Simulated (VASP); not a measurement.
Input:

```
CELL_PARAMETERS angstrom
      0.00000     2.67139     2.67139
      2.67139     0.00000     2.67139
      2.67139     2.67139     0.00000
ATOMIC_POSITIONS crystal
  Ce 0.00000 0.00000 0.00000
  O  0.25000 0.25000 0.25000
  O  0.75000 0.75000 0.75000
```

Method: PBEsol GGA, VASP's PBE PAW potentials (set 64) (plane waves; VASP). Numerical set-up: 520 eV cut-off, 7×7×7 Γ-centred mesh, Gaussian smearing of 0.050 eV, potentials Ce O.

Q: Give the stress tensor in GPa (positive for a compressed cell).

A: 
```
6.34  0.00  0.00
0.00  6.34  0.00
0.00  0.00  6.34
```
The pressure is its mean diagonal, 6.34 GPa.

The compound is CeO2 in the fluorite structure. This cell is one point of a volume scan, at 0.97 of the reference volume. The run is not spin-polarised, so no magnetic state was tried.
